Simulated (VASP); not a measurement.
Data:

```
CELL_PARAMETERS angstrom
      5.25026     0.00000     0.00000
     -2.62513     4.54685     0.00000
      0.00000     0.00000     4.61215
ATOMIC_POSITIONS crystal
  Bi 0.33333 0.66667 0.75000
  Bi 0.66667 0.33333 0.25000
  Fe 0.00000 0.00000 0.00000
  Fe 0.00000 0.00000 0.50000
  O  0.16471 0.32943 0.25000
  O  0.67057 0.83529 0.25000
  O  0.16471 0.83529 0.25000
  O  0.83529 0.67057 0.75000
  O  0.32943 0.16471 0.75000
  O  0.83529 0.16471 0.75000
```
Starting moments (μB, in the order of the record's atoms Bi Bi Fe Fe O O O O O O): 0.0 0.0 0.5 0.5 0.0 0.0 0.0 0.0 0.0 0.0.

Method: PBEsol GGA, VASP's PBE PAW potentials (set 64) (plane waves; VASP 6.6.1). Numerical set-up: 520 eV cut-off, Gaussian smearing of 0.050 eV, potentials Bi_d Fe O.

The moments were started parallel, and other spin orders were not tried in this run.

**Question.** Give the spin-up energies of bands 36 to 49 at the high-symmetry points, in eV from the Fermi level.

**Answer.** 
| band | Γ | M | K | A | L | H |
|---|---|---|---|---|---|---|
| 36 | -2.64 | -2.42 | -2.50 | -2.60 | -2.58 | -3.22 |
| 37 | -2.23 | -2.26 | -2.15 | -1.18 | -0.81 | -0.73 |
| 38 | -1.03 | -1.11 | -1.05 | -1.18 | -0.81 | -0.73 |
| 39 | -1.03 | -1.02 | -1.05 | -0.93 | -0.59 | -0.55 |
| 40 | -1.01 | -0.56 | -0.08 | -0.93 | -0.59 | -0.55 |
| 41 | -1.01 | -0.12 | -0.08 | -0.93 | -0.51 | -0.41 |
| 42 | -0.01 | 0.04 | 0.61 | -0.93 | -0.51 | -0.41 |
| 43 | 1.53 | 0.71 | 0.70 | 1.95 | 0.34 | 0.19 |
| 44 | 1.53 | 0.87 | 0.70 | 1.95 | 0.34 | 0.19 |
| 45 | 2.10 | 1.41 | 1.38 | 1.95 | 1.73 | 1.95 |
| 46 | 2.33 | 1.64 | 1.90 | 1.95 | 1.73 | 1.95 |
| 47 | 2.33 | 2.02 | 1.90 | 2.09 | 1.83 | 2.27 |
| 48 | 2.64 | 2.21 | 2.35 | 2.09 | 1.83 | 2.27 |
| 49 | 4.21 | 2.29 | 2.47 | 4.20 | 2.96 | 2.65 |

**Question.** Give the spin-down energies of bands 36 to 49 at the high-symmetry points, in eV from the Fermi level.

**Answer.** 
| band | Γ | M | K | A | L | H |
|---|---|---|---|---|---|---|
| 36 | -2.36 | -2.35 | -2.48 | -2.56 | -2.52 | -3.16 |
| 37 | -2.13 | -1.90 | -1.82 | -0.77 | -0.43 | -0.30 |
| 38 | -0.51 | -0.68 | -0.56 | -0.77 | -0.43 | -0.30 |
| 39 | -0.51 | -0.49 | -0.56 | -0.39 | -0.07 | -0.16 |
| 40 | -0.51 | -0.26 | 0.40 | -0.39 | -0.07 | -0.16 |
| 41 | -0.51 | 0.39 | 0.40 | -0.39 | -0.06 | 0.07 |
| 42 | 0.39 | 0.39 | 0.94 | -0.39 | -0.06 | 0.07 |
| 43 | 1.83 | 1.06 | 0.94 | 2.11 | 0.51 | 0.42 |
| 44 | 1.83 | 1.21 | 1.15 | 2.11 | 0.51 | 0.42 |
| 45 | 2.26 | 1.41 | 1.42 | 2.19 | 1.78 | 2.19 |
| 46 | 2.56 | 1.93 | 1.98 | 2.19 | 1.78 | 2.19 |
| 47 | 2.56 | 2.22 | 1.98 | 2.19 | 2.05 | 2.28 |
| 48 | 2.65 | 2.28 | 2.35 | 2.19 | 2.05 | 2.28 |
| 49 | 4.29 | 2.49 | 2.66 | 4.24 | 3.09 | 2.69 |

It has no gap at this level: it comes out as a metal or semimetal.

The structure was generated: FeBiO3 was put into the 2H-BaNiO3 type (P6_3/mmc), which need not be its known phase. It was relaxed first, which changed the volume by -15 %.
